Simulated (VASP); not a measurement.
# PtF2 (Fm-3m) in VASP: further runs, part 2 of 2

VASP 6.6.1. The steps go on from the part before.

## (3) Single point, LDA+U, non-collinear spin, random start, spin-orbit coupling

Input file INCAR:

```
SYSTEM = PtF2
PREC = Accurate
ENCUT = 520
EDIFF = 1E-6
ISMEAR = 0
SIGMA = 0.05
LREAL = .False.
LASPH = .True.
NELM = 80
ALGO = Normal
ISIF = 2
LWAVE = .False.
LCHARG = .True.
MAGMOM = -0.353 -0.167 -0.343 0 0 0 0 0 0
LORBIT = 11
LSORBIT = .True.
GGA_COMPAT = .False.
LORBMOM = .True.
LMAXMIX = 4
LDAU = .True.
LDAUTYPE = 2
LDAUL = 2 -1
LDAUU = 7 0
LDAUJ = 0 0
LDAUPRINT = 1
GGA = CA
LVHAR = .True.
```

Input file KPOINTS:

```
Automatic mesh
0
Gamma
  6 6 6
  0 0 0
```

Input file POSCAR:

```
PtF2
1.0
    0.0000000000      2.5525506100      2.5525506100
    2.5525506100      0.0000000000      2.5525506100
    2.5525506100      2.5525506100      0.0000000000
Pt F
1 2
Direct
    0.0000000000      0.0000000000      0.0000000000
    0.2500000000      0.2500000000      0.2500000000
    0.7500000000      0.7500000000      0.7500000000
```

Potentials or basis: VASP PAW LDA potentials, release 64 (Pt, F).

Launch:

```bash
$ cat potpaw_LDA.64/Pt/POTCAR potpaw_LDA.64/F/POTCAR > POTCAR
$ mpirun -np 1 vasp_ncl > vasp.out
```

Wall time 16 min (1 thread of AMD EPYC 7R13 (Zen 3), shared host); peak memory 0.3 GiB.

It converged, with:

```
Free energy                                           : -11.4406 eV
Pressure                                              : 18.4 GPa
Net moment                                            : 1.47 μB per cell
Valence electrons inside the program's atomic spheres : Pt 9.14; F 6.06
```

Stress tensor (GPa, compression positive):
```
18.19 -1.58 -3.43
-1.58 18.79 -1.54
-3.43 -1.54 18.23
```

Moments on the atoms (μB; x, y, z):
```
Pt  -0.92 -0.46 -0.90
F   -0.06 -0.03 -0.05
F   -0.06 -0.03 -0.05
```

The state reached can hang on the start; a lower one may exist.

## (4) Single point, PBE+U, collinear spin, ferromagnetic start

Input file INCAR:

```
ALGO = Normal ; EDIFF = 1E-6
ENCUT = 520 ; GGA = PE
ISIF = 2 ; ISMEAR = 0
ISPIN = 2 ; LASPH = T
LCHARG = F ; LDAU = T
LDAUJ = 0 0 ; LDAUL = 2 -1
LDAUPRINT = 1 ; LDAUTYPE = 2
LDAUU = 3 0 ; LMAXMIX = 4
LORBIT = 11 ; LREAL = F
LWAVE = F ; MAGMOM = 0.5 0 0
NBANDS = 23 ; NELM = 80
PREC = Accurate ; SIGMA = 0.05
```

Input file KPOINTS:

```
k-points
0
Gamma
  6 6 6
```

POSCAR is that of step 3.

Potentials or basis: VASP PAW PBE potentials, release 64 (Pt, F).

Launch:

```bash
$ cat potpaw_PBE.64/Pt/POTCAR potpaw_PBE.64/F/POTCAR > POTCAR
$ mpirun -np 1 vasp_std > vasp.out
```

Wall time 26 s (1 thread of AMD EPYC 7R43 (Zen 3), shared host); peak memory 0.14 GiB.

The run converged. Its results:

| Item | Value |
| --- | --- |
| Free energy | -8.6300 eV |
| Pressure | 35.8 GPa |
| Band gap on the k mesh | none (metal or under the smearing width) |
| Net moment | 2.01 μB per cell |
| Site moments | Pt +1.59; F +0.22 μB |
| Valence electrons inside the program's atomic spheres | Pt 8.97; F 6.07 |

Levels at points of the mesh, in eV from the Fermi level:
Spin up:
```tsv
k point	band 9	band 10	band 11	band 12	band 13	band 14	band 15	band 16	band 17	band 18
(0.00, 0.00, 0.00)	-4.07	-4.07	-0.76	-0.76	-0.76	-0.06	11.09	11.09	11.09	16.08
(0.50, 0.00, 0.00)	-3.90	-3.90	-3.68	-1.14	-1.14	4.74	6.26	13.91	13.91	17.31
(0.50, 0.50, 0.00)	-3.79	-3.58	-3.57	-1.89	-1.89	5.85	7.95	10.05	12.96	12.96
```
Spin down:
```csv
k point,band 9,band 10,band 11,band 12,band 13,band 14
"(0.00, 0.00, 0.00)",-3.43,-3.43,0.32,1.50,1.50,1.50
"(0.50, 0.00, 0.00)",-2.99,-2.99,-0.87,0.95,0.95,5.32
"(0.50, 0.50, 0.00)",-2.96,-2.91,-1.02,0.35,0.35,6.47
```

Eigenvalues of the final occupation matrices:
```
    site  spin  trace               eigenvalues
site 1 d     1   4.93  0.95 0.95 1.01 1.01 1.01
site 1 d     2   3.35  0.49 0.49 0.49 0.94 0.94
```

Caveat: a pressure of tens of GPa on the cell as given is suspect, and the run, the potentials or the cell itself is likely at fault. Spin-orbit coupling is left out, which matters for the levels of Pt.

## (5) Single point, PBE+U, collinear spin, ferromagnetic start

Input file INCAR:

```
SYSTEM = PtF2
PREC = Accurate
ENCUT = 520
EDIFF = 1E-6
ISMEAR = 0
SIGMA = 0.05
LREAL = .False.
LASPH = .True.
NELM = 60
ALGO = Normal
ISIF = 2
LWAVE = .False.
LCHARG = .True.
ISPIN = 2
MAGMOM = 0.5 0 0
LORBIT = 11
LMAXMIX = 4
LDAU = .True.
LDAUTYPE = 2
LDAUL = 2 -1
LDAUU = 3 0
LDAUJ = 0 0
LDAUPRINT = 1
GGA = PE
LELF = .True.
LVHAR = .True.
NBANDS = 23
```

Input file KPOINTS:

```
Automatic mesh
0
Gamma
  6 6 6
  0 0 0
```

POSCAR is that of step 4.

Potentials or basis: VASP PAW PBE potentials, release 64 (Pt, F).

Launch:

```bash
$ cat potpaw_PBE.64/Pt/POTCAR potpaw_PBE.64/F/POTCAR > POTCAR
$ mpirun -np 1 vasp_std > vasp.out
```

OUTCAR:

```text
SYSTEM = PtF2
   PREC = Accurate
   ENCUT = 520
   EDIFF = 1E-6
   ISMEAR = 0
   LREAL = .False.
   LASPH = .True.
   NELM = 60
   ISIF = 2
   ISPIN = 2
   LORBIT = 11
   GGA = PE

 ion  position               nearest neighbor table
   1  0.000  0.000  0.000-   3 2.21   3 2.21   3 2.21   2 2.21   3 2.21   2 2.21   2 2.21   2 2.21

   2  0.250  0.250  0.250-   1 2.21   1 2.21   1 2.21   1 2.21
   3  0.750  0.750  0.750-   1 2.21   1 2.21   1 2.21   1 2.21

  LATTYP: Found a face centered cubic cell.
 ALAT       =     5.1051012200

  Lattice vectors:

 A1 = (   0.0000000000,   2.5525506100,   2.5525506100)
[... 1078 lines left out ...]
  energy-cutoff  :      520.00
  volume of cell :       33.26
      direct lattice vectors                 reciprocal lattice vectors
     0.000000000  2.552550610  2.552550610    -0.195882502  0.195882502  0.195882502
     2.552550610  0.000000000  2.552550610     0.195882502 -0.195882502  0.195882502
     2.552550610  2.552550610  0.000000000     0.195882502  0.195882502 -0.195882502

 POSITION                                       TOTAL-FORCE (eV/Angst)
 -----------------------------------------------------------------------------------
      0.00000      0.00000      0.00000        -0.000000      0.000000     -0.000000
      1.27628      1.27628      1.27628        -0.000000     -0.000000     -0.000000
      3.82883      3.82883      3.82883         0.000000      0.000000      0.000000
 -----------------------------------------------------------------------------------
    total drift:                                0.000000      0.000000      0.000000

  FREE ENERGIE OF THE ION-ELECTRON SYSTEM (eV)
  ---------------------------------------------------
  free  energy   TOTEN  =        -8.6299670117 eV

  energy  without entropy=       -8.6288172345  energy(sigma->0) =       -8.62939212

 total charge

# of ion       s       p       d       tot
------------------------------------------
    1        0.368   0.375   8.226   8.968
    2        1.758   4.311   0.000   6.069
    3        1.758   4.311   0.000   6.069
--------------------------------------------------
tot          3.883   8.997   8.226  21.106

 magnetization (x)

# of ion       s       p       d       tot
------------------------------------------
    1        0.005   0.004   1.577   1.586
    2        0.004   0.214   0.000   0.218
    3        0.004   0.214   0.000   0.218
--------------------------------------------------
tot          0.012   0.433   1.577   2.022
```

Run time: 29 s. Hardware: 1 thread of AMD EPYC 7R43 (Zen 3), shared host; peak memory 0.14 GiB.

Results:

* Free energy: -8.6300 eV
* Pressure: 35.8 GPa
* Band gap on the k mesh: none (metal or under the smearing width)
* Net moment: 2.01 μB per cell
* Site moments: Pt +1.59; F +0.22 μB
* Valence electrons inside the program's atomic spheres: Pt 8.97; F 6.07

Eigenvalues of the final occupation matrices:
```
    site  spin  trace               eigenvalues
site 1 d     1   4.93  0.95 0.95 1.01 1.01 1.01
site 1 d     2   3.35  0.49 0.49 0.49 0.94 0.94
```

Caveat: a pressure of tens of GPa on the cell as given is suspect, and the run, the potentials or the cell itself is likely at fault.

## (6) Single point, PBE+U, collinear spin, ferromagnetic start

Input file INCAR:

```
SYSTEM = PtF2
PREC = Accurate
ENCUT = 520
EDIFF = 1E-6
ISMEAR = 0
SIGMA = 0.05
LREAL = .FALSE.
LASPH = .TRUE.
NELM = 100
ALGO = Fast
ISIF = 2
LWAVE = .FALSE.
LCHARG = .TRUE.
ISPIN = 2
MAGMOM = 0.5 0 0
LORBIT = 11
LMAXMIX = 4
LDAU = .TRUE.
LDAUTYPE = 2
LDAUL = 2 -1
LDAUU = 3 0
LDAUJ = 0 0
LDAUPRINT = 1
GGA = PE
LELF = .TRUE.
LVHAR = .TRUE.
NBANDS = 23
```

Input file KPOINTS:

```
Automatic mesh
0
G
  6 6 6
  0 0 0
```

POSCAR is that of step 5.

Potentials or basis: VASP PAW PBE potentials, release 64 (Pt, F).

Launch:

```bash
$ cat potpaw_PBE.64/Pt/POTCAR potpaw_PBE.64/F/POTCAR > POTCAR
$ mpirun -np 1 vasp_std > vasp.out
```

Run time: 26 s. Hardware: 1 thread of AMD EPYC 7R43 (Zen 3), shared host; peak memory 0.14 GiB.

It converged, with:

```
Free energy                                           : -8.6300 eV
Pressure                                              : 35.9 GPa
Band gap on the k mesh                                : none (metal or under the smearing width)
Net moment                                            : 2.01 μB per cell
Site moments                                          : Pt +1.59; F +0.22 μB
Valence electrons inside the program's atomic spheres : Pt 8.97; F 6.07
```

Levels at points of the mesh, in eV from the Fermi level:
Spin up:
```csv
k point,band 11,band 12,band 13,band 14,band 15,band 16
"(0.00, 0.00, 0.00)",-0.76,-0.76,-0.76,-0.06,11.09,11.09
"(0.50, 0.00, 0.00)",-3.68,-1.14,-1.14,4.74,6.26,13.91
"(0.50, 0.50, 0.00)",-3.57,-1.89,-1.89,5.85,7.95,10.05
```
Spin down:
```tsv
k point	band 7	band 8	band 9	band 10	band 11	band 12	band 13	band 14	band 15	band 16
(0.00, 0.00, 0.00)	-5.22	-5.22	-3.43	-3.43	0.32	1.50	1.50	1.50	11.26	11.26
(0.50, 0.00, 0.00)	-6.20	-6.20	-2.99	-2.99	-0.87	0.95	0.95	5.32	6.43	14.23
(0.50, 0.50, 0.00)	-5.91	-4.74	-2.96	-2.91	-1.02	0.35	0.35	6.47	8.18	10.22
```

Eigenvalues of the final occupation matrices:
```csv
site,spin,trace,eigenvalues
site 1 d,1,4.93,0.95 0.95 1.01 1.01 1.01
site 1 d,2,3.35,0.49 0.49 0.49 0.94 0.94
```

Caveat: a pressure of tens of GPa on the cell as given is suspect, and the run, the potentials or the cell itself is likely at fault. The state reached can hang on the start; a lower one may exist.

## (7) The runs side by side

| level | potentials or basis | spin | U | fixed moment (μB) | further INCAR settings | pressure (GPa) | moment (μB) |
| --- | --- | --- | --- | --- | --- | --- | --- |
| LDA+U | VASP PAW LDA potentials, release 64 (Pt, F) | collinear, ferromagnetic start | Pt d U = 7 eV | 2 | ALGO = Fast; EDIFF = 1e-06; NBANDS = 23 | 12.8 | 2.00 |
| LDA+U | VASP PAW LDA potentials, release 64 (Pt, F) | non-collinear, random start, SOC | Pt d U = 7 eV | - | ALGO = Normal; EDIFF = 1e-06 | 18.4 | 1.47 |
| PBE+U | VASP PAW PBE potentials, release 64 (Pt, F) | collinear, ferromagnetic start | Pt d U = 3 eV | - | ALGO = Fast; EDIFF = 1e-06; NBANDS = 23 | 35.9 | 2.01 |

Alike in all rows: task single point; cell as given; k mesh 6 × 6 × 6; cutoff (eV) 520; smearing gaussian 0.05 eV.

Caveats: the moment is held away from its start (some runs); the total moment is fixed, so each spin has its own Fermi level (some runs); a pressure of tens of GPa on the cell as given is suspect, and the run, the potentials or the cell itself is likely at fault (some runs).

Absolute energies hang on the potentials; compare differences alone.
